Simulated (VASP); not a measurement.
VASP input:

### POSCAR
```
TiN
1
    0.0000000000     2.1200000000     2.1200000000
    2.1200000000     0.0000000000     2.1200000000
    2.1200000000     2.1200000000     0.0000000000
Ti N
1 1
Direct
  0.0000000000   0.0000000000   0.0000000000
  0.5000000000   0.5000000000   0.5000000000
```

INCAR:
```
! general
SYSTEM  = TiN
PREC    = Accurate
ENCUT   = 520
LREAL   = .False.
LASPH   = .True.

! electronic loop
EDIFF   = 1E-6
NELM    = 100
ALGO    = Normal
LMAXMIX = 4

! smearing
ISMEAR  = 1
SIGMA   = 0.1

! functional
GGA     = PE

! ions
ISIF    = 2

! output
LWAVE   = .False.
LCHARG  = .False.
```

KPOINTS:
```
Automatic mesh
0
gamma
11 11 11
```

POTCAR, in this order: Ti_sv N (PBE.64 set). Program: vasp_std.

Problem. Write an equivalent input for Quantum ESPRESSO's pw.x.

Solution. One equivalent input (not run):
```
&CONTROL
  calculation = 'scf'
  pseudo_dir = './pseudo'
  outdir = './out'
  tprnfor = .true.
  tstress = .true.
/
&SYSTEM
  ibrav = 0
  nat = 2
  ntyp = 2
  ecutwfc = 84
  occupations = 'smearing'
  smearing = 'methfessel-paxton'
  degauss = 0.00735
  input_dft = 'pbe'
/
&ELECTRONS
  conv_thr = 7.3e-08
  electron_maxstep = 100
/
ATOMIC_SPECIES
  Ti 47.867 Ti.upf
  N 14.007 N.upf
CELL_PARAMETERS angstrom
     0.0000000    2.1200000    2.1200000
     2.1200000    0.0000000    2.1200000
     2.1200000    2.1200000    0.0000000
ATOMIC_POSITIONS crystal
  Ti   0.0000000  0.0000000  0.0000000
  N    0.5000000  0.5000000  0.5000000
K_POINTS automatic
  11 11 11 0 0 0
```
Limits of the translation: the potentials are each code's own (VASP's PAW set, PseudoDojo norm-conserving files in pw.x), so ENCUT and ecutwfc are chosen apart and not converted; conv_thr bounds pw.x's estimated SCF error, while EDIFF bounds the energy change between steps.

The compound is TiN in the rock salt structure. The cell was not relaxed at this level.
